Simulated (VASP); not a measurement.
```yaml
crystal:
  lattice:
    - [0.00000, 2.77738, 2.77738]
    - [2.77738, 0.00000, 2.77738]
    - [2.77738, 2.77738, 0.00000]
  atoms:
    - { symbol: Ba, position: [0.00000, 0.00000, 0.00000] }
    - { symbol: O, position: [0.50000, 0.50000, 0.50000] }
```

Level of theory: AM05 GGA, VASP's PBE PAW potentials (set 64) (plane waves; VASP). Numerical set-up: 520 eV cut-off, Gaussian smearing of 0.050 eV, potentials Ba_sv O.

Unless said otherwise, spin-orbit coupling is left out, though it shifts the bands of the heavy elements here.

Q: Give the energies of bands 6 to 11 at the high-symmetry points, in eV from the valence-band maximum.

A: 
| band | Γ | X | U | L | W |
|---|---|---|---|---|---|
| 6 | -0.33 | -0.15 | -0.92 | -1.99 | -1.31 |
| 7 | -0.33 | -0.15 | -0.72 | -1.45 | -0.20 |
| 8 | -0.33 | 0.00 | -0.14 | -1.45 | -0.20 |
| 9 | 3.47 | 1.99 | 3.42 | 4.92 | 4.60 |
| 10 | 4.68 | 5.94 | 6.53 | 7.14 | 4.60 |
| 11 | 4.68 | 8.84 | 6.95 | 7.14 | 6.80 |

The gap is direct, 1.99 eV, from the valence maximum at X to the conduction minimum at X.

Measured: gap 4.40 eV (computed value off by -2.41 eV), as given by Abedi et al., (2022), arXiv:2211.14644.

The compound is BaO in the rock salt structure. It was relaxed first.
